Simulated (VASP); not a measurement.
Calculation: PBE GGA, VASP's PBE PAW potentials (set 64) (plane waves; VASP).

A VASP calculation is set up with these files.

KPOINTS:
```
Automatic mesh
0
Gamma
6 6 2
0 0 0
```

**INCAR**
```
# general
SYSTEM =Er
PREC   =Accurate
ENCUT  =300
LREAL  =F   # projection in real space or not
LASPH  =T   # aspherical one-centre terms

# electronic loop
EDIFF  =1E-6
NELM   =100   # most electronic steps
ALGO   =Normal   # blocked Davidson
LMAXMIX=6

# smearing
ISMEAR =0   # Gaussian
SIGMA  =0.136

# functional
GGA    =PE

# spin
ISPIN  =2
MAGMOM =3.0 3.0 3.0 3.0

# ions
ISIF   =2   # forces and stress, cell fixed

# output
LWAVE  =F
LCHARG =F
LORBIT =11
```

### POSCAR
```
Er
1
    3.4958700000     0.0000000000     0.0000000000
   -1.7479350000     3.0275120000     0.0000000000
    0.0000000000     0.0000000000    11.2479850000
Er
4
Direct
  0.0000000000   0.0000000000   0.0000000000
  0.0000000000   0.0000000000   0.5000000000
  0.3333330000   0.6666670000   0.2500000000
  0.6666670000   0.3333330000   0.7500000000
```

POTCAR, in this order: Er (PBE.64 set). Program: vasp_std.

The run wrote:

**OSZICAR**
```
...
DAV:  12    -0.867583041989E+02    0.66475E+02   -0.18795E+02  5380   0.843E+01    0.475E+02
DAV:  13    -0.120059929273E+03   -0.33302E+02   -0.32604E+01  6020   0.626E+01    0.314E+02
DAV:  14    -0.122638794599E+03   -0.25789E+01   -0.26000E+01  6386   0.240E+01    0.202E+02
DAV:  15    -0.138998754311E+03   -0.16360E+02   -0.63364E+00  5138   0.249E+01    0.206E+02
DAV:  16    -0.131870822257E+03    0.71279E+01   -0.54034E+00  6446   0.139E+01    0.203E+02
DAV:  17    -0.135960706900E+03   -0.40899E+01   -0.97488E-01  6204   0.617E+00    0.201E+02
DAV:  18    -0.896335698706E+02    0.46327E+02   -0.76048E+00  5144   0.150E+01    0.185E+02
DAV:  19    -0.751953822438E+02    0.14438E+02   -0.68967E+00  5738   0.131E+01    0.166E+02
DAV:  20    -0.746810778005E+02    0.51430E+00   -0.31580E+00  5886   0.636E+00    0.161E+02
DAV:  21    -0.842275597515E+02   -0.95465E+01   -0.28640E+00  4400   0.166E+01    0.178E+02
DAV:  22    -0.981650047447E+02   -0.13937E+02   -0.93549E+00  4724   0.334E+01    0.255E+02
DAV:  23    -0.583999088942E+02    0.39765E+02   -0.12754E+01  4720   0.357E+01    0.134E+02
DAV:  24    -0.341605847007E+02    0.24239E+02   -0.11707E+01  4732   0.518E+01    0.106E+02
DAV:  25    -0.371361814562E+02   -0.29756E+01   -0.17201E+01  5654   0.479E+01    0.123E+02
DAV:  26    -0.342523934098E+02    0.28838E+01   -0.14462E+01  4788   0.350E+01    0.135E+02
DAV:  27    -0.344077020731E+02   -0.15531E+00   -0.75342E+00  6220   0.134E+01    0.150E+02
DAV:  28    -0.367145595953E+02   -0.23069E+01   -0.16884E+00  6424   0.763E+00    0.152E+02
DAV:  29    -0.367551890120E+02   -0.40629E-01   -0.39800E-01  6382   0.278E+00    0.153E+02
DAV:  30    -0.276161083008E+02    0.91391E+01   -0.53531E+00  3474   0.238E+01    0.121E+02
DAV:  31    -0.291898539840E+02   -0.15737E+01   -0.14220E+00  5220   0.121E+01    0.113E+02
DAV:  32    -0.258921923251E+02    0.32977E+01   -0.88874E-01  4840   0.138E+01    0.115E+02
DAV:  33    -0.214038435209E+02    0.44883E+01   -0.84041E+00  4010   0.210E+01    0.131E+02
DAV:  34    -0.148777056966E+02    0.65261E+01   -0.55511E+00  3984   0.292E+01    0.127E+02
DAV:  35    -0.148668366091E+02    0.10869E-01   -0.52955E+00  5176   0.206E+01    0.992E+01
DAV:  36    -0.163232605964E+02   -0.14564E+01   -0.17643E+00  5008   0.114E+01    0.114E+02
DAV:  37    -0.164434362574E+02   -0.12018E+00   -0.51372E-01  6356   0.361E+00    0.114E+02
DAV:  38    -0.168178789460E+02   -0.37444E+00   -0.47778E-02  6248   0.150E+00    0.116E+02
DAV:  39    -0.171278257085E+02   -0.30995E+00   -0.17632E-02  5992   0.123E+00    0.116E+02
DAV:  40    -0.172843196179E+02   -0.15649E+00   -0.25897E-02  5068   0.269E+00    0.115E+02
DAV:  41    -0.176423054451E+02   -0.35799E+00   -0.24511E-02  5304   0.301E+00    0.115E+02
DAV:  42    -0.189454964848E+02   -0.13032E+01   -0.11634E-01  4840   0.922E+00    0.118E+02
DAV:  43    -0.195822543537E+02   -0.63676E+00   -0.45920E-01  5072   0.734E+00    0.119E+02
DAV:  44    -0.186414980401E+02    0.94076E+00   -0.85610E-01  4748   0.124E+01    0.113E+02
DAV:  45    -0.189341425951E+02   -0.29264E+00   -0.13536E-01  5134   0.445E+00    0.114E+02
DAV:  46    -0.186065039429E+02    0.32764E+00   -0.59915E-02  5360   0.479E+00    0.113E+02
DAV:  47    -0.180073890942E+02    0.59911E+00   -0.79144E-02  5072   0.447E+00    0.110E+02
DAV:  48    -0.179369019447E+02    0.70487E-01   -0.10657E+00  4624   0.966E+00    0.107E+02
DAV:  49    -0.182892958308E+02   -0.35239E+00   -0.29534E-01  4996   0.899E+00    0.111E+02
DAV:  50    -0.184099733784E+02   -0.12068E+00   -0.16196E-01  5066   0.364E+00    0.110E+02
DAV:  51    -0.202880284581E+02   -0.18781E+01   -0.38033E+00  4420   0.428E+01    0.998E+01
DAV:  52    -0.224403872637E+02   -0.21524E+01   -0.21111E+00  5144   0.161E+01    0.102E+02
DAV:  53    -0.201379253825E+02    0.23025E+01   -0.21875E+00  5724   0.784E+00    0.953E+01
DAV:  54    -0.203492681275E+02   -0.21134E+00   -0.17775E-01  5482   0.360E+00    0.959E+01
DAV:  55    -0.199970932274E+02    0.35217E+00   -0.69239E-02  5694   0.365E+00    0.966E+01
DAV:  56    -0.185432924393E+02    0.14538E+01   -0.39589E+00  4752   0.184E+01    0.895E+01
DAV:  57    -0.205425921913E+02   -0.19993E+01   -0.14558E+00  5014   0.109E+01    0.902E+01
DAV:  58    -0.209051168019E+02   -0.36252E+00   -0.26933E-01  5698   0.344E+00    0.892E+01
DAV:  59    -0.205487556105E+02    0.35636E+00   -0.85366E-02  5152   0.214E+00    0.895E+01
DAV:  60    -0.203754584912E+02    0.17330E+00   -0.81225E-02  4440   0.275E+00    0.881E+01
DAV:  61    -0.146428758770E+02    0.57326E+01   -0.90381E+00  4204   0.549E+01    0.604E+01
DAV:  62    -0.207814988275E+02   -0.61386E+01   -0.74389E+00  4488   0.487E+01    0.656E+01
DAV:  63    -0.194070029580E+02    0.13745E+01   -0.56387E+00  4958   0.196E+01    0.653E+01
DAV:  64    -0.171653406047E+02    0.22417E+01   -0.16613E+00  5188   0.171E+01    0.716E+01
DAV:  65    -0.173241459438E+02   -0.15881E+00   -0.67664E+00  5472   0.162E+01    0.843E+01
DAV:  66    -0.405146534978E+01    0.13273E+02   -0.21185E+01  4730   0.454E+01    0.978E+01
DAV:  67    -0.176784951641E+02   -0.13627E+02   -0.91723E+00  5038   0.281E+01    0.917E+01
DAV:  68    -0.176717582644E+02    0.67369E-02   -0.14077E+00  5858   0.701E+00    0.934E+01
DAV:  69    -0.161537780555E+02    0.15180E+01   -0.33329E-01  5206   0.616E+00    0.920E+01
DAV:  70    -0.208360091128E+02   -0.46822E+01   -0.11431E+00  4766   0.147E+01    0.105E+02
DAV:  71    -0.185982960651E+02    0.22377E+01   -0.15666E+01  4760   0.377E+01    0.651E+01
DAV:  72    -0.253034763436E+02   -0.67052E+01   -0.49507E+00  5024   0.386E+01    0.657E+01
DAV:  73    -0.265307057746E+02   -0.12272E+01   -0.28250E+00  5968   0.119E+01    0.678E+01
DAV:  74    -0.278124813709E+02   -0.12818E+01   -0.19085E+00  5740   0.113E+01    0.715E+01
DAV:  75    -0.276354015302E+02    0.17708E+00   -0.19509E+00  5392   0.180E+01    0.690E+01
DAV:  76    -0.245258143636E+02    0.31096E+01   -0.16424E+01  4382   0.597E+01    0.874E+01
DAV:  77    -0.303242106440E+02   -0.57984E+01   -0.17869E+01  5276   0.396E+01    0.122E+02
DAV:  78    -0.285432878756E+02    0.17809E+01   -0.90952E+00  5064   0.323E+01    0.143E+02
DAV:  79    -0.294935234965E+02   -0.95024E+00   -0.50825E+00  6324   0.124E+01    0.146E+02
DAV:  80    -0.303865219083E+02   -0.89300E+00   -0.67875E-01  6128   0.629E+00    0.144E+02
DAV:  81    -0.302887360507E+02    0.97786E-01   -0.11689E+01  4666   0.433E+01    0.986E+01
DAV:  82    -0.225439169662E+02    0.77448E+01   -0.34268E+00  5358   0.268E+01    0.983E+01
DAV:  83    -0.205901624185E+02    0.19538E+01   -0.57303E+00  5012   0.245E+01    0.106E+02
DAV:  84    -0.225175978588E+02   -0.19274E+01   -0.33398E+00  5298   0.250E+01    0.102E+02
DAV:  85    -0.186450341329E+02    0.38726E+01   -0.13363E+00  4940   0.218E+01    0.980E+01
DAV:  86    -0.253303371100E+02   -0.66853E+01   -0.33449E+00  4308   0.348E+01    0.116E+02
DAV:  87    -0.231941747169E+02    0.21362E+01   -0.26023E+00  5368   0.230E+01    0.120E+02
DAV:  88    -0.219788918542E+02    0.12153E+01   -0.10839E+00  6142   0.688E+00    0.121E+02
DAV:  89    -0.180281338175E+02    0.39508E+01   -0.91711E-01  5420   0.112E+01    0.118E+02
DAV:  90    -0.203791983677E+02   -0.23511E+01   -0.43477E-01  5860   0.768E+00    0.119E+02
DAV:  91    -0.214835338248E+02   -0.11043E+01   -0.97795E+00  4404   0.590E+01    0.102E+02
DAV:  92    -0.226998311639E+02   -0.12163E+01   -0.24358E+00  5568   0.160E+01    0.100E+02
DAV:  93    -0.211996496331E+02    0.15002E+01   -0.77633E-01  5496   0.127E+01    0.100E+02
DAV:  94    -0.190374105748E+02    0.21622E+01   -0.29280E+00  5742   0.814E+00    0.875E+01
DAV:  95    -0.176816719629E+02    0.13557E+01   -0.62985E+00  4644   0.202E+01    0.858E+01
DAV:  96    -0.935478993227E+01    0.83269E+01   -0.86330E+00  4522   0.464E+01    0.929E+01
DAV:  97    -0.109267771282E+02   -0.15720E+01   -0.27007E+00  5384   0.165E+01    0.926E+01
DAV:  98    -0.394036314716E+01    0.69864E+01   -0.41676E+00  4822   0.191E+01    0.940E+01
DAV:  99     0.380080043468E+01    0.77412E+01   -0.89556E+00  4866   0.154E+01    0.971E+01
DAV: 100     0.464463723150E+01    0.84384E+00   -0.15139E+00  5892   0.698E+00
   1 F= 0.46446372E+01 E0= 0.47144058E+01  d E =-.139537E+00  mag=    22.9281
```

### OUTCAR
```
------------------------ aborting loop EDIFF was not reached (unconverged)  ----------------------------
  FORCE on cell =-STRESS in cart. coord.  units (eV):
  Direction    XX          YY          ZZ          XY          YZ          ZX
  --------------------------------------------------------------------------------------
  Total     -186.3274265   -186.3273984    -97.2043670      0.0000000      0.0000000      0.0000000
  in kB    -2507.6763959  -2507.6760176  -1308.2190914      0.0000000      0.0000000      0.0000000
  external PRESSURE =   -2107.8571683 kB  Pullay stress =       0.0000000 kB
  volume of cell :      119.05
      direct lattice vectors                 reciprocal lattice vectors
     3.495870000  0.000000000  0.000000000     0.286051827  0.165152112  0.000000000
    -1.747935000  3.027512000  0.000000000     0.000000000  0.330304223  0.000000000
     0.000000000  0.000000000 11.247985000     0.000000000  0.000000000  0.088904813
 POSITION                                       TOTAL-FORCE (eV/Angst)
 -----------------------------------------------------------------------------------
      0.00000      0.00000      0.00000         0.000000      0.000000      0.000000
      0.00000      0.00000      5.62399         0.000000      0.000000      0.000000
     -0.00000      2.01834      2.81200        -0.000000      0.000000      0.000000
      1.74794      1.00917      8.43599         0.000000     -0.000000     -0.000000
 -----------------------------------------------------------------------------------
    total drift:                               -0.000000     -0.000000      0.000000
  FREE ENERGIE OF THE ION-ELECTRON SYSTEM (eV)
  ---------------------------------------------------
  free  energy   TOTEN  =         4.6446372315 eV

  energy  without entropy=        4.7841744204  energy(sigma->0) =        4.71440583

 total charge

# of ion       s       p       d       f       tot
--------------------------------------------------
    1        2.127   5.843   0.693   9.038  17.702
    2        2.127   5.843   0.693   9.038  17.702
    3        2.146   5.896   1.122  10.660  19.824
    4        2.146   5.896   1.122  10.660  19.824
--------------------------------------------------
tot          8.547  23.478   3.630  39.397  75.052

 magnetization (x)

# of ion       s       p       d       f       tot
--------------------------------------------------
    1       -0.019  -0.139  -0.296   4.882   4.428
    2       -0.019  -0.139  -0.296   4.882   4.428
    3       -0.007  -0.081  -0.077   3.215   3.051
    4       -0.007  -0.081  -0.077   3.215   3.051
--------------------------------------------------
tot         -0.052  -0.440  -0.745  16.195  14.957
```
(Selected blocks of OUTCAR.)

stdout:
```
...
DAV:  81    -0.302887360507E+02    0.97786E-01   -0.11689E+01  4666   0.433E+01    0.986E+01
DAV:  82    -0.225439169662E+02    0.77448E+01   -0.34268E+00  5358   0.268E+01    0.983E+01
DAV:  83    -0.205901624185E+02    0.19538E+01   -0.57303E+00  5012   0.245E+01    0.106E+02
DAV:  84    -0.225175978588E+02   -0.19274E+01   -0.33398E+00  5298   0.250E+01    0.102E+02
DAV:  85    -0.186450341329E+02    0.38726E+01   -0.13363E+00  4940   0.218E+01    0.980E+01
DAV:  86    -0.253303371100E+02   -0.66853E+01   -0.33449E+00  4308   0.348E+01    0.116E+02
DAV:  87    -0.231941747169E+02    0.21362E+01   -0.26023E+00  5368   0.230E+01    0.120E+02
DAV:  88    -0.219788918542E+02    0.12153E+01   -0.10839E+00  6142   0.688E+00    0.121E+02
DAV:  89    -0.180281338175E+02    0.39508E+01   -0.91711E-01  5420   0.112E+01    0.118E+02
DAV:  90    -0.203791983677E+02   -0.23511E+01   -0.43477E-01  5860   0.768E+00    0.119E+02
DAV:  91    -0.214835338248E+02   -0.11043E+01   -0.97795E+00  4404   0.590E+01    0.102E+02
DAV:  92    -0.226998311639E+02   -0.12163E+01   -0.24358E+00  5568   0.160E+01    0.100E+02
DAV:  93    -0.211996496331E+02    0.15002E+01   -0.77633E-01  5496   0.127E+01    0.100E+02
DAV:  94    -0.190374105748E+02    0.21622E+01   -0.29280E+00  5742   0.814E+00    0.875E+01
DAV:  95    -0.176816719629E+02    0.13557E+01   -0.62985E+00  4644   0.202E+01    0.858E+01
DAV:  96    -0.935478993227E+01    0.83269E+01   -0.86330E+00  4522   0.464E+01    0.929E+01
DAV:  97    -0.109267771282E+02   -0.15720E+01   -0.27007E+00  5384   0.165E+01    0.926E+01
DAV:  98    -0.394036314716E+01    0.69864E+01   -0.41676E+00  4822   0.191E+01    0.940E+01
DAV:  99     0.380080043468E+01    0.77412E+01   -0.89556E+00  4866   0.154E+01    0.971E+01
DAV: 100     0.464463723150E+01    0.84384E+00   -0.15139E+00  5892   0.698E+00

 -----------------------------------------------------------------------------
|                                                                             |
|           W    W    AA    RRRRR   N    N  II  N    N   GGGG   !!!           |
|           W    W   A  A   R    R  NN   N  II  NN   N  G    G  !!!           |
|           W    W  A    A  R    R  N N  N  II  N N  N  G       !!!           |
|           W WW W  AAAAAA  RRRRR   N  N N  II  N  N N  G  GGG   !            |
|           WW  WW  A    A  R   R   N   NN  II  N   NN  G    G                |
|           W    W  A    A  R    R  N    N  II  N    N   GGGG   !!!           |
|                                                                             |
|     The electronic self-consistency was not achieved in the given           |
|     number of steps (NELM). The forces and other quantities evaluated       |
|     might not be reliable so examine the results carefully. If you find     |
|     spurious results, we suggest increasing NELM, if you were close to      |
|     convergence or switching to a different ALGO or adjusting the           |
|     density mixing parameters otherwise.                                    |
|                                                                             |
 -----------------------------------------------------------------------------

   1 F= 0.46446372E+01 E0= 0.47144058E+01  d E =-.139537E+00  mag=    22.9281
```

The run did not converge; its last values are not results.

At this cut-off the stress carries a Pulay error, which pulls relaxed volumes low.

The structure was generated: Er was put into an ordered model structure, which need not be its known phase. The cell was not relaxed at this level. The k-mesh is coarse (spacing up to 0.35 per Å, 2π included), so the numbers may not be converged in it.
